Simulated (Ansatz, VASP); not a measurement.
# Fe: VASP beside Ansatz

One calculation is typed for both programs; each brings its own data sets and cutoff. How far apart do they land? The cell is a member of a volume series, scaled by 1.015 from a relaxed one, so a pressure remains. Other levels of theory on this material are compared in a session of their own.

Calculated with Ansatz 0.2.0; plane waves, with VASP 6.6.1 beside it; single point at PBE.

### Step 1. Starting point

The structure is cubic, space group Im-3m (No. 229). The conventional cell has a = 2.845 Å, b = 2.845 Å, c = 2.845 Å, α = 90.00°, β = 90.00°, γ = 90.00°. Nearest to Fe lie 8 Fe at 2.46 Å.

Structure file:

```cif
data_structure
_symmetry_space_group_name_H-M 'P 1'
_symmetry_Int_Tables_number 1
_cell_length_a 2.4637
_cell_length_b 2.4637
_cell_length_c 2.4637
_cell_angle_alpha 109.471
_cell_angle_beta 109.471
_cell_angle_gamma 109.471
_cell_volume 11.51
loop_
_atom_site_label
_atom_site_type_symbol
_atom_site_fract_x
_atom_site_fract_y
_atom_site_fract_z
_atom_site_occupancy
Fe1 Fe 0.00000 0.00000 0.00000 1
```

### Step 2. VASP: single point, PBE, volume scaled by 1.015

A single point gives forces, pressure and levels at one fixed geometry, so differences don't come from the geometry; what else differs is listed under the comparison.

Lines of VASP's logs that name or quote its potential files are left out, and so is its time.

The input asks for a relaxation, which ended at its first step since no free force or stress exceeded the threshold; so it serves as a single point.

The input, INCAR:

```
SYSTEM = Fe
PREC = Accurate
ENCUT = 450
EDIFF = 1E-06
NELM = 100
ISMEAR = 1
SIGMA = 0.1
LREAL = .FALSE.
ALGO = Normal
GGA = PE
NBANDS = 10
ISPIN = 2
MAGMOM = 3
LMAXMIX = 4
LORBIT = 11
LWAVE = .FALSE.
LCHARG = .FALSE.
KPAR = 2
IBRION = 2
NSW = 30
ISIF = 4
EDIFFG = -0.01
```

The input, POSCAR:

```
Fe
1.0
   -1.4223955471      1.4223955471      1.4223955471
    1.4223955471     -1.4223955471      1.4223955471
    1.4223955471      1.4223955471     -1.4223955471
Fe
1
Direct
    0.0000000000      0.0000000000      0.0000000000
```

The input, KPOINTS:

```
Automatic mesh
0
Gamma
14 14 14
0 0 0
```

PAW data sets: Fe (PBE family, release 64).

The run is started by

```
$ mpirun -np 2 vasp_std
```

Numbers of over 12 decimals in the logs are rounded to 6 here.

The log of the run:

```text
[banner, memory and clock lines left out]
running    2 mpi-ranks, on    1 nodes
 distrk:  each k-point on    1 cores,    2 groups
 distr:  one band on    1 cores,    1 groups

 POSCAR found type information on POSCAR Fe
 POSCAR found :  1 types and       1 ions
 LDA part: xc-table for (Slater+PW92), standard interpolation
 POSCAR, INCAR and KPOINTS ok, starting setup
 FFT: planning ... GRIDC
 FFT: planning ... GRID_SOFT
 FFT: planning ... GRID
 WAVECAR not read
 entering main loop
       N       E                     dE             d eps       ncg     rms          rms(c)
DAV:   1     0.153981896495E+02    0.15398E+02   -0.37338E+03  4450   0.873E+02
DAV:   2    -0.869993897007E+01   -0.24098E+02   -0.22090E+02  4198   0.120E+02
DAV:   3    -0.913497923652E+01   -0.43504E+00   -0.42903E+00  4654   0.212E+01
DAV:   4    -0.913685447535E+01   -0.18752E-02   -0.18750E-02  4520   0.128E+00
DAV:   5    -0.913686883296E+01   -0.14358E-04   -0.14357E-04  4536   0.109E-01    0.114E+01
DAV:   6    -0.831355309549E+01    0.82332E+00   -0.11807E+01  4514   0.510E+01    0.590E+00
DAV:   7    -0.825316473371E+01    0.60388E-01   -0.72593E-01  4550   0.122E+01    0.337E+00
DAV:   8    -0.824555900735E+01    0.76057E-02   -0.53542E-03  5046   0.601E-01    0.137E+00
DAV:   9    -0.823837136400E+01    0.71876E-02   -0.57611E-03  5416   0.575E-01    0.265E-01
DAV:  10    -0.823818845057E+01    0.18291E-03   -0.62071E-04  4722   0.215E-01    0.566E-02
DAV:  11    -0.823820361456E+01   -0.15164E-04   -0.28204E-05  4324   0.609E-02    0.307E-02
DAV:  12    -0.823820721678E+01   -0.36022E-05   -0.26005E-06  4418   0.226E-02    0.241E-02
DAV:  13    -0.823820578803E+01    0.14287E-05   -0.22387E-06  3482   0.197E-02    0.723E-03
DAV:  14    -0.823820538257E+01    0.40546E-06   -0.13469E-07  2120   0.489E-03
   1 F= -.82382054E+01 E0= -.82385553E+01  d E =-.823821E+01  mag=     2.2150
 curvature:   0.00 expect dE= 0.000E+00 dE for cont linesearch  0.000E+00
 trial: gam= 0.00000 g(F)=  0.891E-62 g(S)=  0.368E-33 ort = 0.000E+00 (trialstep = 0.100E+01)
 search vector abs. value=  0.100E-09
 reached required accuracy - stopping structural energy minimisation
```

OUTCAR, selected parts (step 2):

```text
ion  position               nearest neighbor table
   1  0.000  0.000  0.000-

  LATTYP: Found a body centered cubic cell.
 ALAT       =     2.8447910942

 Subroutine GETGRP returns: Found 48 space group operations
 (whereof 48 operations were pure point group operations)

The static configuration has the point symmetry O_h .

 Found    104 irreducible k-points:

   k-points           NKPTS =    104   k-points in BZ     NKDIM =    104   number of bands    NBANDS=     10

   dimension x,y,z NGX =    18 NGY =   18 NGZ =   18
   dimension x,y,z NGXF=    36 NGYF=   36 NGZF=   36

   ENCUT  =  450.0 eV  33.07 Ry    5.75 a.u.   4.26  4.26  4.26*2*pi/ulx,y,z

   NELECT =       8.0000    total number of electrons

 k-points in reciprocal lattice and weights: Automatic mesh
   0.00000000  0.00000000  0.00000000       0.000
   0.07142857  0.00000000  0.00000000       0.004
   0.14285714  0.00000000  0.00000000       0.004
   0.21428571  0.00000000  0.00000000       0.004
   0.28571429  0.00000000  0.00000000       0.004
   0.35714286  0.00000000  0.00000000       0.004
   0.42857143  0.00000000  0.00000000       0.004
   0.50000000  0.00000000  0.00000000       0.002
   0.07142857  0.07142857  0.00000000       0.009
[...]
0.50000000  0.50000000  0.42857143       0.004
   0.50000000  0.50000000  0.50000000       0.000

 average (electrostatic) potential at core
       1 -43.4407

 E-fermi :   5.6435

 spin component 1
 k-point     1 :       0.0000    0.0000    0.0000
  band No.  band energies     occupation
    ...
      2       3.3944      1.00000
      3       3.3944      1.00000
      4       3.3944      1.00000
      5       4.6234      1.00000
      6       4.6234      1.00000
      7      30.5738      0.00000
      8      30.5738      0.00000
      9      30.5738      0.00000
     10      35.5786      0.00000

 k-point     2 :       0.0714    0.0000    0.0000
  band No.  band energies     occupation
    ...
      2       3.3385      1.00000
      3       3.3900      1.00000
      4       3.5056      1.00000
      5       4.5684      1.00000
      6       4.6281      1.00000
      7      29.2132      0.00000
      8      30.2488      0.00000
      9      30.4147      0.00000
     10      34.8117      0.00000

 k-point     3 :       0.1429    0.0000    0.0000
  band No.  band energies     occupation
    ...
      2       3.1837      1.00000
      3       3.3520      1.00000
      4       3.8250      1.00000
      5       4.4632      1.00000
      6       4.6435      1.00000
      7      26.3442      0.00000
      8      29.1224      0.00000
      9      30.0556      0.00000
     10      32.8962      0.00000

 k-point     4 :       0.2143    0.0000    0.0000
  band No.  band energies     occupation
    ...
      2       2.9656      1.00000
      3       3.2731      1.00000
      4       4.3105      1.00000
      5       4.4296      1.00000
      6       4.6719      1.00000
      7      23.0304      0.00000
      8      27.5620      0.00000
      9      29.6744      0.00000
     10      30.6324      0.00000

 k-point     5 :       0.2857    0.0000    0.0000
  band No.  band energies     occupation
    ...
      2       2.7307      1.00000
      3       3.3644      1.00000
      4       4.5038      1.00000
      5       4.7127      1.00000
      6       4.8878      1.00000
      7      19.6984      0.00000
      8      26.0834      0.00000
      9      28.6563      0.00000
     10      29.3605      0.00000

 k-point     6 :       0.3571    0.0000    0.0000
  band No.  band energies     occupation
    ...
      2       2.5251      1.00000
      3       4.0511      1.00000
      4       4.6599      1.00000
      5       4.7581      1.00000
      6       5.4506      1.01000
      7      16.5978      0.00000
      8      24.9211      0.00000
      9      27.0865      0.00000
     10      29.1384      0.00000

  Total       -0.2216600     -0.2216600     -0.2216600     -0.0000000      0.0000000      0.0000000
  in kB      -30.8515373    -30.8515373    -30.8515373     -0.0000000      0.0000000      0.0000000
  external PRESSURE =     -30.8515373 kB  Pullay stress =       0.0000000 kB

  energy-cutoff  :      450.00
  volume of cell :       11.51
      direct lattice vectors                 reciprocal lattice vectors
    -1.422395547  1.422395547  1.422395547     0.000000000  0.351519661  0.351519661
     1.422395547 -1.422395547  1.422395547     0.351519661  0.000000000  0.351519661
     1.422395547  1.422395547 -1.422395547     0.351519661  0.351519661  0.000000000

 POSITION                                       TOTAL-FORCE (eV/Angst)
 -----------------------------------------------------------------------------------
      0.00000      0.00000      0.00000         0.000000      0.000000      0.000000
 -----------------------------------------------------------------------------------
    total drift:                                0.000000     -0.000000      0.000000

  FREE ENERGIE OF THE ION-ELECTRON SYSTEM (eV)
  ---------------------------------------------------
  free  energy   TOTEN  =        -8.2382053826 eV

  energy  without entropy=       -8.2392552547  energy(sigma->0) =       -8.23855534

 reached required accuracy - stopping structural energy minimisation

 total charge
# of ion       s       p       d       tot
------------------------------------------
    1        0.482   0.527   6.233   7.242

 magnetization (x)
# of ion       s       p       d       tot
------------------------------------------
    1       -0.013  -0.050   2.274   2.211

[... 6 further parts left out ...]
```

### Step 3. Ansatz: single point, PBE, volume scaled by 1.015

Ansatz runs on its default PAW (the set named soft_2) files.

The same cell, functional, mesh and smearing now go to Ansatz, which takes its cutoff from its data sets.

The input, input.yaml:

```yaml
crystal:
  lattice:
    - [-1.42239555, 1.42239555, 1.42239555]
    - [1.42239555, -1.42239555, 1.42239555]
    - [1.42239555, 1.42239555, -1.42239555]
  atoms:
    - { symbol: Fe, position: [0.0, 0.0, 0.0], spin: 3.0 }
hamiltonian:
  xc: pbe
  pseudopotentials: { kind: paw }
magnetization:
  spin_polarized: true
kpoints:
  mp_grid: { grid: [14, 14, 14] }
scf:
  occupations: { method: methfessel_paxton, width: 0.1 }
  n_extra_bands: 7
output:
  forces: true
  stress: true
  eigenvalues: true
  write_density: true
  write_potential: true
  elf: true
  volumetric_format: npy
```

The run is started by

```
$ ansatz run input.yaml --threads 2 --pin off --max-ram 4608MiB --backend cpu --events-out ev --progress --plain --runs-dir out
```

The log of the run:

```text
scf.n_extra_bands = 7 over 8 filled bands (N_el = 16.0): the run solves 15 bands
Engine: ansatz 0.2.0, aarch64-unknown-linux-gnu
Pseudopotentials: kind: paw
Pseudopotential: Fe, paw, valence charge 16, recommended cutoff 420 eV (normal), Fe.paw.azcp
Functional definition: PBE
  parameter kappa = 0.804
  parameter beta = 0.066725
  exchange = pbe_x(kappa = kappa, mu = beta*pi^2/3)
  correlation = pbe_c(beta = beta)
Crystal: 1 atoms, lattice volume = 11.511 Å³
Basis set: ecut = 420 eV, 225 PW (Γ), exchange–correlation on 36×36×36 points (8 copies of the dense FFT grid, shifted against one another)
Bands: 15, of which v1, the nominal top of the filled ones, is band 8 counted from 1 (7 counted from 0)
Symmetry: 48 space group operations
Space group: Im-3m (ITA 229), of the structure as read, at distance tolerance 2.3e-5 Å
Magnetic group: BNS 229.140 (UNI 1642), of the structure as read, at distance tolerance 2.3e-5 Å
k-points: 104 of 2744
Non-local potential: Fe, projectors of the file, l = 0: 3, l = 1: 2, l = 2: 3, l = 3: 1
PAW form: soft (Blöchl's): semilocal exchange-correlation on the pseudo side does not see the compensation charge
PAW one-centre angular grid: Fe, 590 points (default); XC on 64 Gauss nodes
Initial density: superposition of atomic densities (chi_scale 0.1, normalization cell)
Starting moments: Σ|m| = 3 μB on 1 of 1 site
Initial wavefunctions: pseudopotential atomic-orbital guess
Functional: x = pbe(κ = 0.804, μ = 0.219515), c = pbe(β = 0.066725)
SCF iter   1: F=—  HF=-4480.630476 eV  |F-HF|=—  |Δ(HF+E_count)|=         —  Δρ=1.33e-1 (↑1.33e-1 ↓4.83e-2)  dr2=1.63e0  dr2_m=4.96e-1  M=2.146 μB ∫|m|=2.179 μB  β_m=0.30  ethr=3.10e-3  ⟨swp⟩=4.8  Hψ=14886  notcnv=0
Mixer restart at iter 1: flushing history
preconditioner: auto → none  [metal: Δε(μ)=0.017 eV  Ē_g=16.599 eV  σ=0.100 eV  W_gap=0.09  n_scr=0 (ndim 8)  ℏωp=31.0 eV  f_vac=0.000  D(μ)=0.86/eV (n_scr^D=12)]
SCF iter   2: F=—  HF=-4479.897688 eV  |F-HF|=—  |Δ(HF+E_count)|=   7.33e-1  Δρ=3.61e-2 (↑2.27e-2 ↓3.61e-2)  dr2=4.66e-2  dr2_m=7.15e-2  M=2.269 μB ∫|m|=2.337 μB  β_m=0.30  ethr=3.10e-3  ⟨swp⟩=3.1  Hψ=7421  notcnv=0  defer=395
SCF iter   3: F=—  HF=-4480.139144 eV  |F-HF|=—  |Δ(HF+E_count)|=   2.41e-1  Δρ=2.71e-2 (↑2.21e-2 ↓2.71e-2)  dr2=2.67e-3  dr2_m=6.18e-2  M=2.213 μB ∫|m|=2.291 μB  β_m=0.62  ethr=2.91e-4  ⟨swp⟩=2.7  Hψ=6055  notcnv=0  defer=394
SCF iter   4: F=—  HF=-4480.450374 eV  |F-HF|=—  |Δ(HF+E_count)|=   3.11e-1  Δρ=6.35e-3 (↑6.35e-3 ↓4.87e-3)  dr2=5.96e-3  dr2_m=1.32e-3  M=2.198 μB ∫|m|=2.301 μB  β_m=0.64  ethr=1.67e-5  ⟨swp⟩=2.1  Hψ=5956  notcnv=0  defer=394
SCF iter   5: F=—  HF=-4480.482053 eV  |F-HF|=—  |Δ(HF+E_count)|=   3.17e-2  Δρ=6.67e-3 (↑6.67e-3 ↓1.82e-3)  dr2=5.46e-3  dr2_m=7.44e-4  M=2.200 μB ∫|m|=2.307 μB  β_m=0.82  ethr=1.67e-5  ⟨swp⟩=2.2  Hψ=5631  notcnv=0  defer=391
SCF iter   6: F=—  HF=-4480.487737 eV  |F-HF|=—  |Δ(HF+E_count)|=   5.68e-3  Δρ=5.66e-4 (↑3.68e-4 ↓5.66e-4)  dr2=3.97e-5  dr2_m=1.10e-5  M=2.196 μB ∫|m|=2.305 μB  β_m=0.91  ethr=1.67e-5  ⟨swp⟩=2.5  Hψ=5256  notcnv=0  defer=394
SCF iter   7: F=—  HF=-4480.487794 eV  |F-HF|=—  |Δ(HF+E_count)|=   5.70e-5  Δρ=7.63e-5 (↑7.63e-5 ↓6.92e-5)  dr2=6.28e-7  dr2_m=3.60e-7  M=2.195 μB ∫|m|=2.305 μB  β_m=0.95  ethr=2.48e-7  ⟨swp⟩=2.1  Hψ=4666  notcnv=0  defer=394
SCF iter   8: F=—  HF=-4480.485941 eV  |F-HF|=—  |Δ(HF+E_count)|=         —  Δρ=6.15e-4 (↑6.15e-4 ↓3.79e-4)  dr2=7.19e-6  dr2_m=2.53e-5  M=2.201 μB ∫|m|=2.309 μB  β_m=0.95  ethr=3.93e-9  ⟨swp⟩=2.1  Hψ=4419  notcnv=0  defer=394
Mixer restart at iter 8: flushing history
iteration 8: the input's own smearing fills from here on; a Gaussian of 0.1 eV has filled iterations ahead of it
SCF iter   9: F=—  HF=-4480.485958 eV  |F-HF|=—  |Δ(HF+E_count)|=   1.69e-5  S|Δr|=    0.00e0  Δρ=4.22e-4 (↑4.22e-4 ↓3.81e-4)  dr2=4.68e-5  dr2_m=8.67e-8  M=2.201 μB ∫|m|=2.309 μB  β_m=0.80  ethr=3.93e-9  ⟨swp⟩=2.8  Hψ=4885  notcnv=0  defer=394
SCF iter  10: F=—  HF=-4480.485958 eV  |F-HF|=—  |Δ(HF+E_count)|=   1.62e-7  S|Δr|=    0.00e0  Δρ=5.80e-4 (↑5.80e-4 ↓2.41e-4)  dr2=4.71e-5  dr2_m=3.71e-6  M=2.202 μB ∫|m|=2.310 μB  β_m=0.60  ethr=3.93e-9  ⟨swp⟩=3.2  Hψ=5413  notcnv=0  defer=394
SCF iter  11: F=—  HF=-4480.485947 eV  |F-HF|=—  |Δ(HF+E_count)|=   1.04e-5  S|Δr|=    0.00e0  Δρ=1.48e-4 (↑1.48e-4 ↓5.62e-5)  dr2=2.89e-6  dr2_m=2.68e-7  M=2.202 μB ∫|m|=2.309 μB  β_m=0.80  ethr=3.93e-9  ⟨swp⟩=2.0  Hψ=4434  notcnv=0  defer=394
SCF iter  12: F=-4480.485947 eV  HF=-4480.485947 eV  |F-HF|=4.88e-8  |Δ(HF+E_count)|=   6.58e-7  S|Δr|=    0.00e0  Δρ=1.99e-5 (↑1.99e-5 ↓6.80e-6)  dr2=4.96e-8  dr2_m=5.29e-9  M=2.201 μB ∫|m|=2.309 μB  ethr=6.25e-10  ⟨swp⟩=9.2  Hψ=18538  notcnv=0
SCF 1 converged in 12 iterations: F = -4480.485947 eV  dr2 = 4.96e-8
  greatest PAW one-centre occupation: 1.001 electrons in one spin orbital (limit 2), on the Fe atom at site 0 (counted from 0), in its partial waves of l = 1
this state was not tested for a lower state beside it, because cold or Methfessel-Paxton smearing, or corrected tetrahedra, fill the levels in a way that the test cannot read (fill_not_monotonic; see scf.lower_state_search)
SCF converged after 12 iterations
Magnetization: 2.2015 μB (9.1007 up, 6.8993 down)
Absolute magnetization: 2.3093 μB (∫|ρ↑−ρ↓|, with the PAW one-centre terms)
Spin contamination: 0.0365 ħ² per cell (⟨S²⟩ above its minimum at these occupations)
Per-site moments (μB) at R_I (Å): [(2.243460, 1.016260)]
Free energy (F): -4480.485947 eV
Harris-Foulkes:  -4480.485947 eV  (|F-HF|=4.88e-8)
Internal energy: -4480.487167 eV  (E = F + TS)
E sigma→0 (E₀):  -4480.486252 eV
Entropy (-TS):   0.001220 eV (1.220 meV/atom)
Fermi energy:    18.211495 eV
--- Per-component energies (eV) ---
  E_band       = -215.888046
  E_kinetic    = 350.178293
  E_local      = -2080.405722  (includes V_loc(G=0)·N_el)
  E_nonlocal   = 218.554761
  E_hartree    = 873.180590
  E_xc         = -117.786774
  E_vxc        = -151.666093  (∫ρ·V_xc dr)
  E_paw        = -1366.331092  (= ΣΔE_a)
  E_vpaw       = -298.897701  (= ΣTr[D̂ρ^β])
  E_aug_tail   = 0.000638  (compensation charges beyond the density's cutoff)
  E_ewald      = -2357.877860
  E_smearing   = 0.001220  (= −TS)
  E_closure    = -0.000000  (closes the sum)
  Σ components = -4480.485947   (vs F -4480.485947, Δ=0.00e0)
--- Forces (eV/Å), atoms counted from 1 ---
  atom   1  Fe    -0.00000000     0.00000000    -0.00000000
  max |Σ_I F_I| component: 1.40e-31 eV/Å
--- Stress (GPa, compression-positive) ---
       -2.724610      -0.000000       0.000000
        0.000000      -2.724610       0.000000
       -0.000000      -0.000000      -2.724610
  P = ⅓ Tr σ = -2.7246 GPa (-27.246 kbar)
--- Band table (eV; the first three rows and the last of 208) ---
  k-point 0 ↑: bands = [... 4 lower, 9.7746, 15.9692, 15.9692, 15.9692, 17.1603, 17.1603, 42.4738, 42.4738, ... 3 higher]
  k-point 1 ↑: bands = [... 4 lower, 9.9846, 15.9122, 15.9639, 16.0812, 17.1045, 17.1649, 41.2737, 42.2049, ... 3 higher]
  k-point 2 ↑: bands = [... 4 lower, 10.5922, 15.7548, 15.9209, 16.4035, 17.0004, 17.1803, 38.6082, 41.2077, ... 3 higher]
  k-point 103 ↓: bands = [... 4 lower, 15.2762, 15.2762, 20.5647, 20.5647, 20.5647, 28.2407, 28.2407, 28.2407, ... 3 higher]
```

Elapsed: 2.1 s, on 2 threads of Arm Neoverse V2, shared host; peak memory 0.29 GiB; 3.9 s of CPU time.

In the SCF lines HF is the Harris–Foulkes energy and dr2 the Hartree energy of the density residual, in eV; the loop may stop once dr2 is under the threshold and the program's other checks hold. Hψ counts applications of the Hamiltonian.

The run ends at a pressure of -2.72 GPa.

### Step 4. Side by side

Known differences besides the potentials themselves: the data sets hold 16 valence electrons in Ansatz (default PAW (the set named soft_2) files) and 8 in VASP; the cutoff is 420 eV in Ansatz and 450 eV in VASP; VASP leaves aspherical gradient terms in its spheres out (LASPH is not set), Ansatz keeps them; site moments are counted in spheres of each program's own size. Total energies have different zeros and are not compared.

Compared:

```
                                        quantity  Ansatz   VASP  difference
                                  pressure (GPa)   -2.72  -3.09       +0.36
pressure without Ansatz's Pulay correction (GPa)   -2.82  -3.09       +0.26
                               total moment (μB)    2.20   2.21       -0.01
                              moment on Fe1 (μB)    2.24   2.21       +0.03
```

Ansatz's pressure holds a Pulay correction of 0.10 GPa; VASP's holds none.

### Step 5. Outcome

```
difference in total moment (single point, PBE, volume scaled by 1.015) : -0.014 μB
```

**Reading.** The difference in total moment is -0.014 μB (single point, PBE, volume scaled by 1.015). 5 further runs of this series are not shown here. Such differences can come from data sets, numerical settings and the points named under the comparisons, not from the functional's error against experiment.

[Lines on the potential files, build, host, timing and source positions are cut from VASP's logs without a mark.]

[Logs are printed without paths, hosts, clocks, repeated set-up lines and the standing remarks that a program may print on its own settings, such as how far it seeks lower states.]

[Hosts, paths, dates, database ids (printed as entryN), source tags and the programs' standing remarks are cut or masked in the printed files.]
